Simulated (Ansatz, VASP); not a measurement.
# Si in two plane-wave programs

Wanted: the spread between two codes on one cell, functional and k mesh. The cell is taken from a series of runs on this material, whose earlier steps may have relaxed, scaled, displaced or heated it; both programs get it as it stands.

Method: plane waves, with VASP 6.6.1 beside it; relaxation of cell and atoms at r2SCAN, in Ansatz 0.2.0.

This is not the structure that Si takes at ambient pressure and room temperature (diamond type); it is a model or a phase of other conditions.

## 1. The structure

Symmetry: P6_3/mmc, No. 194, hexagonal system. Conventional cell: a = 3.840 Å, b = 3.840 Å, c = 18.812 Å, α = 90.00°, β = 90.00°, γ = 120.00°. Nearest to Si lie 4 Si at 2.35 Å. Si has 4 Si at 2.35 Å nearest. Nearest to Si lie 4 Si at 2.35 Å.

## 2. VASP: relaxation of cell and atoms, r2SCAN, pair 1

The relaxed volume is the usual yardstick between codes: in a stiff, nearly cubic crystal its relative difference is about their pressure difference at one cell divided by the bulk modulus.

Lines of VASP's logs that name or quote its potential files are left out, and so is its time.

Contents of INCAR:

```
SYSTEM = Si
PREC = Accurate
ENCUT = 550
EDIFF = 1E-07
NELM = 120
ISMEAR = -1
SIGMA = 0.02
LREAL = .FALSE.
ALGO = Normal
METAGGA = R2SCAN
LASPH = .TRUE.
NBANDS = 36
LORBIT = 11
LWAVE = .FALSE.
LCHARG = .FALSE.
ISIF = 3
IBRION = 2
NSW = 80
EDIFFG = -0.005
GGA_COMPAT = .FALSE.
NELMIN = 4
EFERMI = MIDGAP
LMIXTAU = .TRUE.
KPAR = 4
```

Contents of POSCAR:

```
Si
1.0
    3.8400000000      0.0000000000      0.0000000000
   -1.9200000000      3.3255375500      0.0000000000
    0.0000000000      0.0000000000     18.8120812200
Si
12
Direct
    0.0000000000      0.0000000000      0.6875000000
    0.0000000000      0.0000000000      0.8125000000
    0.3333333300      0.6666666700      0.8541666700
    0.3333333300      0.6666666700      0.9791666700
    0.6666666700      0.3333333300      0.0208333300
    0.6666666700      0.3333333300      0.1458333300
    0.0000000000      0.0000000000      0.1875000000
    0.0000000000      0.0000000000      0.3125000000
    0.6666666700      0.3333333300      0.3541666700
    0.6666666700      0.3333333300      0.4791666700
    0.3333333300      0.6666666700      0.5208333300
    0.3333333300      0.6666666700      0.6458333300
```

Contents of KPOINTS:

```
Automatic mesh
0
Gamma
10 10 2
0 0 0
```

PAW data sets: Si (PBE family, release 64).

Run with:

```console
$ mpirun -np 4 vasp_std
```

Numbers of over 12 decimals in the logs are rounded to 6 here.

Output:

```text
[banner, memory and clock lines left out]
running    4 mpi-ranks, on    1 nodes
 distrk:  each k-point on    1 cores,    4 groups
 distr:  one band on    1 cores,    1 groups

 POSCAR found type information on POSCAR Si
 POSCAR found :  1 types and      12 ions
|                                                                             |
|               ----> ADVICE to this user running VASP <----                  |
|                                                                             |
|     You enforced a specific xc type in the INCAR file but a different       |
|     [... a line on the potential file left out ...]
|     I HOPE YOU KNOW WHAT YOU ARE DOING!                                     |
|                                                                             |

 LDA part: xc-table for (None), standard interpolation
 POSCAR, INCAR and KPOINTS ok, starting setup
 FFT: planning ... GRIDC
 FFT: planning ... GRID_SOFT
 FFT: planning ... GRID
 WAVECAR not read
 entering main loop
       N       E                     dE             d eps       ncg     rms          rms(c)
DAV:   1     0.739062899507E+02    0.73906E+02   -0.19417E+04  2016   0.119E+03
DAV:   2    -0.102089076360E+03   -0.17600E+03   -0.16453E+03  2504   0.170E+02
DAV:   3    -0.112075346908E+03   -0.99863E+01   -0.98212E+01  2660   0.361E+01
DAV:   4    -0.112264877146E+03   -0.18953E+00   -0.18872E+00  2616   0.599E+00
DAV:   5    -0.112269005293E+03   -0.41281E-02   -0.41243E-02  2548   0.882E-01    0.148E+01
DAV:   6    -0.110971707324E+03    0.12973E+01   -0.53180E-01  2408   0.294E+00    0.100E+01
DAV:   7    -0.105463773325E+03    0.55079E+01   -0.67294E-01  2240   0.435E+00    0.726E-01
DAV:   8    -0.109369521183E+03   -0.39057E+01   -0.63929E-01  2124   0.409E+00    0.825E-01
DAV:   9    -0.108384432916E+03    0.98509E+00   -0.43984E-02  2432   0.111E+00    0.607E-01
DAV:  10    -0.104467598192E+03    0.39168E+01   -0.54780E-01  2040   0.322E+00    0.165E-01
DAV:  11    -0.104237248574E+03    0.23035E+00   -0.15593E-02  2280   0.821E-01    0.165E-01
DAV:  12    -0.104256886041E+03   -0.19637E-01   -0.40598E-02  2116   0.143E+00    0.124E-01
DAV:  13    -0.104430073663E+03   -0.17319E+00   -0.14201E-02  2200   0.690E-01    0.113E-01
DAV:  14    -0.104398310797E+03    0.31763E-01   -0.18137E-03  2240   0.296E-01    0.927E-02
[...]
DAV:  34    -0.105263024127E+03    0.45637E-05   -0.50659E-06  2116   0.174E-02    0.167E-02
DAV:  35    -0.105263012268E+03    0.11859E-04   -0.79171E-06  2072   0.196E-02    0.127E-02
DAV:  36    -0.105263018005E+03   -0.57366E-05   -0.57164E-07  2268   0.409E-03    0.108E-02
DAV:  37    -0.105263017307E+03    0.69759E-06   -0.18648E-07  1456   0.274E-03    0.919E-03
DAV:  38    -0.105263018620E+03   -0.13131E-05   -0.53524E-07  2248   0.464E-03    0.644E-03
DAV:  39    -0.105263030368E+03   -0.11748E-04   -0.10851E-06  2112   0.580E-03    0.540E-03
DAV:  40    -0.105263030713E+03   -0.34497E-06   -0.23920E-07  1548   0.264E-03    0.551E-03
DAV:  41    -0.105263035975E+03   -0.52618E-05   -0.39578E-07  1972   0.307E-03    0.563E-03
[...]
DAV:  47    -0.105263040487E+03   -0.18307E-06   -0.15330E-08  1100   0.635E-04    0.471E-04
DAV:  48    -0.105263040504E+03   -0.17591E-07   -0.60375E-09  1080   0.393E-04
   1 F= -.10526304E+03 E0= -.10526304E+03  d E =-.105263E+03
[... from here on, the cycles between the ionic steps are left out ...]
   2 F= -.10526658E+03 E0= -.10526658E+03  d E =-.354346E-02
   3 F= -.10526764E+03 E0= -.10526764E+03  d E =-.460405E-02
   4 F= -.10526868E+03 E0= -.10526868E+03  d E =-.103871E-02
   5 F= -.10526873E+03 E0= -.10526873E+03  d E =-.108333E-02
   6 F= -.10526889E+03 E0= -.10526889E+03  d E =-.158547E-03
   7 F= -.10526889E+03 E0= -.10526889E+03  d E =-.158960E-03
   8 F= -.10526891E+03 E0= -.10526891E+03  d E =-.246291E-04
 trial-energy change:   -0.000025  1 .order   -0.000026   -0.000062    0.000010
 step:   0.8228(harm=  0.8396)  dis= 0.00052  next Energy=  -105.268912 (dE=-0.254E-04)
 bond charge predicted
       N       E                     dE             d eps       ncg     rms          rms(c)
DAV:   1    -0.105268912399E+03   -0.92634E-06   -0.18947E-05  2172   0.174E-02    0.343E-03
DAV:   2    -0.105268912273E+03    0.12571E-06   -0.11708E-06  2584   0.458E-03    0.191E-03
DAV:   3    -0.105268912253E+03    0.20830E-07   -0.14875E-07  1340   0.172E-03    0.751E-04
DAV:   4    -0.105268912264E+03   -0.11292E-07   -0.89273E-08  1132   0.126E-03
   9 F= -.10526891E+03 E0= -.10526891E+03  d E =-.254117E-04
 curvature:  -0.49 expect dE=-0.252E-05 dE for cont linesearch -0.292E-07
 trial: gam= 0.04807 g(F)=  0.327E-05 g(S)=  0.183E-05 ort = 0.213E-05 (trialstep = 0.944E+00)
 search vector abs. value=  0.549E-05
 reached required accuracy - stopping structural energy minimisation
```

Parts of OUTCAR (step 2):

```text
ion  position               nearest neighbor table
   1  0.000  0.000  0.688-   2 2.35  12 2.35  12 2.35  12 2.35
   2  0.000  0.000  0.812-   1 2.35   3 2.35   3 2.35   3 2.35
   3  0.333  0.667  0.854-   4 2.35   2 2.35   2 2.35   2 2.35
   4  0.333  0.667  0.979-   5 2.35   5 2.35   3 2.35   5 2.35
   5  0.667  0.333  0.021-   4 2.35   4 2.35   6 2.35   4 2.35
   6  0.667  0.333  0.146-   5 2.35   7 2.35   7 2.35   7 2.35
   7  0.000  0.000  0.188-   8 2.35   6 2.35   6 2.35   6 2.35
   8  0.000  0.000  0.312-   7 2.35   9 2.35   9 2.35   9 2.35
   9  0.667  0.333  0.354-  10 2.35   8 2.35   8 2.35   8 2.35
  10  0.667  0.333  0.479-  11 2.35  11 2.35   9 2.35  11 2.35
  11  0.333  0.667  0.521-  10 2.35  10 2.35  12 2.35  10 2.35
  12  0.333  0.667  0.646-  11 2.35   1 2.35   1 2.35   1 2.35

  LATTYP: Found a hexagonal cell.
 ALAT       =     3.8400000000
 C/A-ratio  =     4.8989794844

 Subroutine GETGRP returns: Found 24 space group operations
 (whereof 12 operations were pure point group operations)

The static configuration has the point symmetry D_3d.
 The point group associated with its full space group is D_6h.

 Found     28 irreducible k-points:

   k-points           NKPTS =     28   k-points in BZ     NKDIM =     28   number of bands    NBANDS=     36

   dimension x,y,z NGX =    30 NGY =   30 NGZ =  144
   dimension x,y,z NGXF=    60 NGYF=   60 NGZF=  288

   ENCUT  =  550.0 eV  40.42 Ry    6.36 a.u.   7.34  7.34 35.97*2*pi/ulx,y,z

   NELECT =      48.0000    total number of electrons

 k-points in reciprocal lattice and weights: Automatic mesh
   0.00000000  0.00000000  0.00000000       0.005
   0.10000000  0.00000000  0.00000000       0.030
   0.20000000  0.00000000  0.00000000       0.030
   0.30000000  0.00000000  0.00000000       0.030
   0.40000000  0.00000000  0.00000000       0.030
   0.50000000  0.00000000  0.00000000       0.015
   0.10000000  0.10000000  0.00000000       0.030
   0.20000000  0.10000000  0.00000000       0.060
   0.30000000  0.10000000  0.00000000       0.060
[...]
0.40000000  0.20000000  0.50000000       0.030
   0.30000000  0.30000000  0.50000000       0.030

 average (electrostatic) potential at core
       1 -86.2344       2 -86.2344       3 -86.2288       4 -86.2262       5 -86.2262
       6 -86.2288       7 -86.2344       8 -86.2344       9 -86.2288      10 -86.2262
      11 -86.2262      12 -86.2288

 E-fermi :   6.1501

 k-point     1 :       0.0000    0.0000    0.0000
  band No.  band energies     occupation
    ...
     20       5.3361      2.00000
     21       5.3361      2.00000
     22       5.6572      2.00000
     23       5.7780      2.00000
     24       5.7780      2.00000
     25       7.4697      0.00000
     26       7.6393      0.00000
     27       7.8708      0.00000
     28       8.3151      0.00000
     29       8.3298      0.00000
    ...

 k-point     2 :       0.1000    0.0000    0.0000
  band No.  band energies     occupation
    ...
     20       4.9680      2.00000
     21       5.0492      2.00000
     22       5.1259      2.00000
     23       5.4782      2.00000
     24       5.6133      2.00000
     25       7.9494      0.00000
     26       8.0071      0.00000
     27       8.3613      0.00000
     28       8.4301      0.00000
     29       8.6311      0.00000
    ...

 k-point     3 :       0.2000    0.0000    0.0000
  band No.  band energies     occupation
    ...
     20       4.0498      2.00000
     21       4.6365      2.00000
     22       4.6659      2.00000
     23       5.0191      2.00000
     24       5.2155      2.00000
     25       7.3440      0.00000
     26       7.7088      0.00000
     27       7.7353      0.00000
     28       8.3938      0.00000
     29       8.4970      0.00000
    ...

  Total        0.0018864      0.0018864     -0.0211851      0.0000000      0.0000000      0.0000000
  in kB        0.0125256      0.0125256     -0.1406680      0.0000000      0.0000000      0.0000000
  external PRESSURE =      -0.0385389 kB  Pullay stress =       0.0000000 kB

  energy-cutoff  :      550.00
  volume of cell :      241.29
      direct lattice vectors                 reciprocal lattice vectors
     3.840137836  0.000000000 -0.000000000     0.260407319  0.150346236 -0.000000000
    -1.920068918  3.325656920  0.000000000    -0.000000000  0.300692472  0.000000000
     0.000000000 -0.000000000 18.893891583     0.000000000 -0.000000000  0.052927159

 POSITION                                       TOTAL-FORCE (eV/Angst)
 -----------------------------------------------------------------------------------
      0.00000      0.00000     12.98376         0.000000      0.000000     -0.003734
      0.00000     -0.00000     15.35708         0.000000     -0.000000      0.003734
     -0.00000      2.21710     16.14767        -0.000000      0.000000     -0.001216
     -0.00000      2.21710     18.50075         0.000000     -0.000000      0.001238
      1.92007      1.10855      0.39314         0.000000      0.000000     -0.001238
      1.92007      1.10855      2.74622         0.000000     -0.000000      0.001216
     -0.00000      0.00000      3.53682        -0.000000      0.000000     -0.003734
      0.00000      0.00000      5.91013        -0.000000     -0.000000      0.003734
      1.92007      1.10855      6.70072         0.000000      0.000000     -0.001216
      1.92007      1.10855      9.05381        -0.000000      0.000000      0.001238
     -0.00000      2.21710      9.84008         0.000000     -0.000000     -0.001238
     -0.00000      2.21710     12.19317        -0.000000     -0.000000      0.001216
 -----------------------------------------------------------------------------------
    total drift:                               -0.000000     -0.000000     -0.000000

  FREE ENERGIE OF THE ION-ELECTRON SYSTEM (eV)
  ---------------------------------------------------
  free  energy   TOTEN  =      -105.2689122639 eV

  energy  without entropy=     -105.2689122638  energy(sigma->0) =     -105.26891226

 reached required accuracy - stopping structural energy minimisation

 total charge
# of ion       s       p       d       tot
------------------------------------------
    1        0.745   0.960   0.000   1.705
    2        0.745   0.960   0.000   1.705
    3        0.744   0.962   0.000   1.707
    4        0.745   0.963   0.000   1.708
    5        0.745   0.963   0.000   1.708
    6        0.744   0.962   0.000   1.707
    7        0.745   0.960   0.000   1.705
    8        0.745   0.960   0.000   1.705
    9        0.744   0.962   0.000   1.707
   10        0.745   0.963   0.000   1.708
   11        0.745   0.963   0.000   1.708
   12        0.744   0.962   0.000   1.707
--------------------------------------------------
tot          8.939  11.540   0.000  20.479

[... 3 further parts left out ...]
```

CONTCAR:

```
Si
   1.00000000000000
     3.8401378362109342    0.0000000000000000   -0.0000000000000000
    -1.9200689181054671    3.3256569196601742    0.0000000000000000
     0.0000000000000000   -0.0000000000000000   18.8938915825986307
  Si
    12
Direct
     0.0000000000000000    0.0000000000000000    0.6871936248289524
     0.0000000000000000    0.0000000000000000    0.8128063751710476
     0.3333333300000021    0.6666666699999979    0.8546501272608413
     0.3333333300000021    0.6666666699999979    0.9791923044377150
     0.6666666699999979    0.3333333300000021    0.0208076955622850
     0.6666666699999979    0.3333333300000021    0.1453498727391587
     0.0000000000000000    0.0000000000000000    0.1871936248289524
     0.0000000000000000    0.0000000000000000    0.3128063751710475
     0.6666666699999979    0.3333333300000021    0.3546501272608413
     0.6666666699999979    0.3333333300000021    0.4791923044377150
     0.3333333300000021    0.6666666699999979    0.5208076955622850
     0.3333333300000021    0.6666666699999979    0.6453498727391587
```

(Continued in part 2 of 2.)

[Lines on the potential files, build, host, timing and source positions are cut from VASP's logs without a mark.]

[Logs are printed without paths, hosts, clocks, repeated set-up lines and the standing remarks that a program may print on its own settings, such as how far it seeks lower states.]

[Hosts, paths, dates, database ids (printed as entryN), source tags and the programs' standing remarks are cut or masked in the printed files.]
